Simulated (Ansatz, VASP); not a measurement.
# SiC (Moissanite 3C): VASP beside Ansatz

Wanted: the spread between two codes on one cell, functional and k mesh. The cell is taken from a series of runs on this material, whose earlier steps may have relaxed, scaled, displaced or heated it; both programs get it as it stands.

Main program and level: Ansatz 0.2.0; plane waves, with VASP 6.6.1 beside it; zone-centre phonons at LDA.

### Step 1. Starting point

Symmetry: I-4m2, No. 119, tetragonal system. Conventional cell: a = 3.053 Å, b = 3.053 Å, c = 4.372 Å, α = 90.00°, β = 90.00°, γ = 90.00°. Nearest to C lie 4 Si at 1.88 Å. Si has 4 C at 1.88 Å nearest. Farther neighbours are not listed.

Coordinates:

```cif
data_structure
_symmetry_space_group_name_H-M 'P 1'
_symmetry_Int_Tables_number 1
_cell_length_a 3.0726
_cell_length_b 3.0726
_cell_length_c 3.0533
_cell_angle_alpha 60.207
_cell_angle_beta 60.207
_cell_angle_gamma 59.586
_cell_volume 20.38
loop_
_atom_site_label
_atom_site_type_symbol
_atom_site_fract_x
_atom_site_fract_y
_atom_site_fract_z
_atom_site_occupancy
C1 C 0.75000 0.75000 0.75000 1
Si2 Si 0.00000 0.00000 0.00000 1
```

### Step 2. Ansatz: zone-centre phonons, LDA, pair 1

Ansatz runs on its PAW soft_1 files.

Second derivatives magnify differences that forces hide, and they need a tight electronic threshold.

Input file input.yaml:

```yaml
crystal:
  lattice:
    - [0.0, 2.1590436303, 2.1861794705]
    - [2.1590436303, 0.0, 2.1861794705]
    - [2.1590436303, 2.1590436303, 0.0]
  atoms:
    - { symbol: C, position: [0.75, 0.75, 0.75] }
    - { symbol: Si, position: [0.0, 0.0, 0.0] }
kpoints:
  mp_grid: { grid: [12, 12, 12] }
hamiltonian:
  xc: lda
  pseudopotentials: { kind: paw, azcp: { folder: soft_1 }, xc_functional: pbe }
scf:
  occupations: { method: fixed }
output:
  eigenvalues: true
phonons:
  method: dfpt
  dielectric: true
  rigid_motions: translations
```

Run with:

```
$ ansatz run input.yaml --threads 4 --pin off --max-ram 10240MiB --backend cpu --events-out ev --progress --plain --runs-dir out
```

Numbers of over 12 decimals in the logs are rounded to 6 here.

What it wrote:

```text
Engine: ansatz 0.2.0, aarch64-unknown-linux-gnu
Pseudopotentials: kind: paw
Pseudopotential: C, paw, valence charge 4, recommended cutoff 420 eV (normal), soft_1/C.paw.azcp
Pseudopotential: Si, paw, valence charge 4, recommended cutoff 420 eV (normal), soft_1/Si.paw.azcp
Functional definition: SPW92
  exchange = slater_x
  correlation = pw_c
Crystal: 2 atoms, lattice volume = 20.382 Å³
Basis set: ecut = 420 eV, 411 PW (Γ), exchange–correlation on 48×48×48 points (8 copies of the dense FFT grid, shifted against one another)
Bands: 8, of which v1, the nominal top of the filled ones, is band 4 counted from 1 (3 counted from 0)
Symmetry: 8 space group operations
k-points: 868 of 1728 (irreducible under 1 space group operation, time reversal used)
Non-local potential: C, projectors of the file, l = 0: 2, l = 1: 2, l = 2: 1
Non-local potential: Si, projectors of the file, l = 0: 2, l = 1: 2, l = 2: 1
PAW form: soft (Blöchl's): semilocal exchange-correlation on the pseudo side does not see the compensation charge
PAW frozen core: C, regenerated for the run's functional, and the local potential with it (the file was generated under x = pbe(κ = 0.804, μ = 0.219515), c = pbe(β = 0.066725))
PAW frozen core: Si, regenerated for the run's functional, and the local potential with it (the file was generated under x = pbe(κ = 0.804, μ = 0.219515), c = pbe(β = 0.066725))
PAW one-centre angular grid: C, 110 points (default); XC on 64 Gauss nodes
PAW one-centre angular grid: Si, 110 points (default); XC on 64 Gauss nodes
Initial density: superposition of atomic densities (chi_scale 0.1, normalization cell, long waves kept (reshape's long-wave potential 0.00 eV rms))
Initial wavefunctions: pseudopotential atomic-orbital guess
Functional: x = slater, c = lda
SCF iter   1: F=—  HF=-853.782930 eV  |F-HF|=—  |Δ(HF+E_count)|=         —  Δρ=1.40e-1  dr2=4.86e0  ethr=3.10e-3  ⟨swp⟩=4.5  Hψ=48441  notcnv=0  defer=932
preconditioner: auto → none  [insulator: Δε(μ)=3.288 eV  Ē_g=14.812 eV  n_scr=0 (ndim 8)  ℏωp=23.3 eV  f_vac=0.000  ε∞_Penn≈3.5]
SCF iter   2: F=—  HF=-852.310855 eV  |F-HF|=—  |Δ(HF+E_count)|=    1.47e0  Δρ=5.06e-2  dr2=3.41e-1  ethr=3.10e-3  ⟨swp⟩=3.0  Hψ=22274  notcnv=0  defer=1662
SCF iter   3: F=—  HF=-852.211617 eV  |F-HF|=—  |Δ(HF+E_count)|=   9.92e-2  Δρ=1.89e-2  dr2=3.81e-2  ethr=3.10e-3  ⟨swp⟩=2.3  Hψ=12758  notcnv=0  defer=1661
SCF iter   4: F=—  HF=-852.202956 eV  |F-HF|=—  |Δ(HF+E_count)|=   8.66e-3  Δρ=1.38e-3  dr2=1.91e-4  ethr=4.76e-4  ⟨swp⟩=2.0  Hψ=8685  notcnv=0  defer=1725
SCF iter   5: F=—  HF=-852.203024 eV  |F-HF|=—  |Δ(HF+E_count)|=   6.82e-5  Δρ=1.63e-4  dr2=1.75e-6  ethr=2.39e-6  ⟨swp⟩=2.4  Hψ=10921  notcnv=0  defer=1722
SCF iter   6: F=—  HF=-852.203026 eV  |F-HF|=—  |Δ(HF+E_count)|=   1.76e-6  Δρ=3.24e-5  dr2=9.50e-8  ethr=2.19e-8  ⟨swp⟩=2.2  Hψ=10507  notcnv=0  defer=241
SCF iter   7: F=—  HF=-852.203026 eV  |F-HF|=—  |Δ(HF+E_count)|=   1.40e-7  Δρ=4.69e-6  dr2=1.65e-9  ethr=1.19e-9  ⟨swp⟩=2.0  Hψ=9137  notcnv=0  defer=2
SCF iter   8: F=-852.203026 eV  HF=-852.203026 eV  |F-HF|=1.93e-12  |Δ(HF+E_count)|=  1.35e-10  Δρ=2.54e-7  dr2=5.35e-12  ethr=1.25e-12  ⟨swp⟩=7.6  Hψ=45147  notcnv=0
SCF 1 converged in 8 iterations: F = -852.203026 eV  dr2 = 5.35e-12
  greatest PAW one-centre occupation: 0.641 electrons in one spin orbital (limit 2), on the C atom at site 0 (counted from 0), in its partial waves of l = 0
NSCF: frozen V_eff on 3 k-points
DFPT response loops at Γ: preconditioner auto → none (the input reference at scf.mixing.eps_inf says where Resta's filter doesn't serve); β = 0.50; Broyden in place of MSR1
── the response to a field inside a basis, on 12×12×12 k-points: an SCF that follows is theirs, and a resumed run solves both again ──
Bands: 5, of which v1, the nominal top of the filled ones, is band 4 counted from 1 (3 counted from 0)
k-points: 468 of 1728 (irreducible under 2 space group operations, time reversal used)
Initial density: handed on by an earlier stage of this run
Initial wavefunctions: pseudopotential atomic-orbital guess (no wavefunctions were taken with the density)
Eigensolver: Dense (468 Hₖ)
SCF iter   1: F=—  HF=-852.204034 eV  |F-HF|=—  |Δ(HF+E_count)|=         —  Δρ=2.49e-4  dr2=1.58e-6  ethr=1.00e-1
preconditioner: auto → none  [insulator: Δε(μ)=1.397 eV  Ē_g=10.682 eV  n_scr=0 (ndim 8)  ℏωp=23.3 eV  f_vac=0.000  ε∞_Penn≈5.7]
SCF iter   2: F=—  HF=-852.204035 eV  |F-HF|=—  |Δ(HF+E_count)|=   9.00e-7  Δρ=1.24e-4  dr2=4.00e-7  ethr=1.98e-8
SCF iter   3: F=—  HF=-852.204035 eV  |F-HF|=—  |Δ(HF+E_count)|=   3.77e-7  Δρ=2.64e-5  dr2=1.06e-7  ethr=5.00e-9
SCF iter   4: F=-852.204035 eV  HF=-852.204035 eV  |F-HF|=1.84e-11  |Δ(HF+E_count)|=   2.80e-8  Δρ=1.84e-6  dr2=2.27e-10  ethr=1.32e-9
SCF 1 converged in 4 iterations: F = -852.204035 eV  dr2 = 2.27e-10
DFPT response loops at Γ: mixed as the last ones told, above
SCF converged after 8 iterations
Free energy (F): -852.203026 eV
Harris-Foulkes:  -852.203026 eV  (|F-HF|=1.93e-12)
Internal energy: -852.203026 eV  (E = F + TS)
E sigma→0 (E₀):  -852.203026 eV
Fermi energy:    9.466094 eV
--- Per-component energies (eV) ---
  E_band       = 28.246884
  E_kinetic    = 134.055569
  E_local      = -96.135484  (includes V_loc(G=0)·N_el)
  E_nonlocal   = 47.336521
  E_hartree    = 31.376451
  E_xc         = -105.121388
  E_vxc        = -109.012347  (∫ρ·V_xc dr)
  E_paw        = -577.633137  (= ΣΔE_a)
  E_vpaw       = -10.750325  (= ΣTr[D̂ρ^β])
  E_aug_tail   = 0.000047  (compensation charges beyond the density's cutoff)
  E_ewald      = -286.228769
  E_core_change = 0.147163  (= ΣΔE_core)
  E_smearing   = -0.000000  (= −TS)
  E_closure    = -0.000000  (closes the sum)
  Σ components = -852.203026   (vs F -852.203026, Δ=0.00e0)
--- Band table (eV; the first three rows and the last of 868) ---
  k-point 0: bands = ["-6.0058", "9.3793", "9.4661", "9.4661", "15.8736", "16.7270", "16.7270", "16.7582"]
  k-point 1: bands = ["-5.8679", "8.7150", "9.3105", "9.3745", "16.0656", "16.8822", "16.9066", "16.9559"]
  k-point 2: bands = ["-5.4581", "7.0729", "9.0611", "9.1475", "15.8628", "17.2390", "17.2676", "17.8455"]
  k-point 867: bands = ["-2.3302", "0.7937", "8.2988", "8.4530", "14.9382", "16.5609", "16.7324", "19.4304"]
--- Phonons (Γ-DFPT): 4 representative perturbations + reference, on 868 of 1728 k-points (Σ response iterations 12) ---
  k mesh reduced under 1 symmetry operation, with k and −k counted as one. Each operation leaves every solved perturbation unchanged. A smaller set is not considered because the run solves the response to a homogeneous field
  ASR residual: 1.440e-4 → 0.000e0 eV/Å²; symmetrization residual: 2.595e-7 eV/Å²
  ASR residual per site (eV/Å²): 1.44e-4 2.94e-5
  Γ frequencies (cm⁻¹): 0.00 0.00 0.00 792.38 792.38 794.84
  ε∞ (high-frequency dielectric tensor):
        6.917777     0.000000    -0.000000
        0.000000     6.917777     0.000000
       -0.000000     0.000000     6.969597
  ε⁰ (static dielectric tensor: ions relaxed, cell fixed):
       10.298249     0.000000    -0.000000
        0.000000    10.298249    -0.000000
       -0.000000    -0.000000    10.393462
  ε⁰ − ε∞ (ionic part):
        3.380472     0.000000     0.000000
        0.000000     3.380472    -0.000000
        0.000000    -0.000000     3.423866
  softest optical mode at Γ: 792.38 cm⁻¹; the repairs (sum rule, projections) moved no ω² at Γ by more than (1.82 cm⁻¹)²
  Born effective charges Z* (e; rows j = field, columns β = displacement):
    site 0:
        -2.71960   -0.00000   -0.00000
         0.00000   -2.71960   -0.00000
         0.00000   -0.00000   -2.74552
    site 1:
         2.71960    0.00000    0.00000
        -0.00000    2.71960    0.00000
        -0.00000    0.00000    2.74552
  Z* charge neutrality: 7.685e-4 e pre-enforcement
  solved inside a basis spanned on kpoints, on 12×12×12 k-points, its susceptibility summed on 16×16×16: ε∞ is read to err by 1.9e-2, Z* by 9.4e-3 e (field_mesh: kpoints solves on kpoints); Z* is corrected for what the basis lacks
  optical modes at Γ without the LO–TO term, one row a degenerate level:
      ω (cm⁻¹)  modes    IR ((D/Å)²/amu)
        792.38      2            40.5649
        794.84      1            20.6708
  optical modes at Γ + LO–TO along q̂ = [1.0000, 0.0000, 0.0000]:
      ω (cm⁻¹)  modes    IR ((D/Å)²/amu)
        792.38      1            20.2825
        794.84      1            20.6708
        966.79      1            20.2825
  optical modes at Γ + LO–TO along q̂ = [0.0000, 1.0000, 0.0000]:
      ω (cm⁻¹)  modes    IR ((D/Å)²/amu)
        792.38      1            20.2825
        794.84      1            20.6708
        966.79      1            20.2825
  optical modes at Γ + LO–TO along q̂ = [0.0000, 0.0000, 1.0000]:
      ω (cm⁻¹)  modes    IR ((D/Å)²/amu)
        792.38      2            40.5649
        970.64      1            20.6708
```

(Continued in part 2 of 3.)

[Lines on the potential files, build, host, timing and source positions are cut from VASP's logs without a mark.]

[Logs are printed without paths, hosts, clocks, repeated set-up lines and the standing remarks that a program may print on its own settings, such as how far it seeks lower states.]

[Hosts, paths, dates, database ids (printed as entryN), source tags and the programs' standing remarks are cut or masked in the printed files.]
